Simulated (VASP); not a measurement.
VGa3Co:

```xyz
10
Lattice="3.7119 0.0000 0.0000 1.8560 -10.7146 0.0000 0.0000 0.0000 -3.6387" Properties=species:S:1:pos:R:3 pbc="T T T"
Co    1.8560   -6.3216   -2.7290
Co    3.7119   -4.3930   -0.9097
Ga    3.7119   -7.4359   -2.7290
Ga    1.8560   -3.2787   -0.9097
Ga    1.8560   -3.7287   -2.7290
Ga    3.7119   -6.9859   -0.9097
Ga    3.7119  -10.1788   -2.7290
Ga    1.8560   -0.5357   -0.9097
V     3.7119   -1.5429   -2.7290
V     1.8560   -9.1717   -0.9097
```

The cell was built by a generator and needn't be a form met in nature.

Base run:

```yaml
Program: VASP 6.6.1
Functional: PBE
Potentials_or_basis: VASP PAW PBE potentials, release 64 (Co, Ga_d, V_sv)
Cutoff: 520 eV
k_mesh: 5 × 5 × 5
Occupations: fermi-dirac, width 0.0211 eV
Spin: no spin polarisation
```

Its results: band gap on the k mesh none (metal or under the smearing width); pressure 34.8 GPa; largest force 8.770 eV/Å.

**Question.** The run is repeated on the same cell with these changes: functional from PBE to r2SCAN; further incar settings from ALGO = Fast; EDIFF = 1e-06; NBANDS = 72 to ALGO = Normal; EDIFF = 1e-06; NBANDS = 72. What comes out?

**Answer.** Band gap on the k mesh none (metal or under the smearing width); pressure 30.6 GPa; largest force 8.575 eV/Å.

Caveats: a pressure of tens of GPa on the cell as given is suspect, and the run, the potentials or the cell itself is likely at fault; forces of over 1 eV/Å show positions far from the minimum, so gaps and moduli don't describe the material at rest (some runs); the PAW data sets were made with another functional, which shifts forces and pressure a little (some runs).
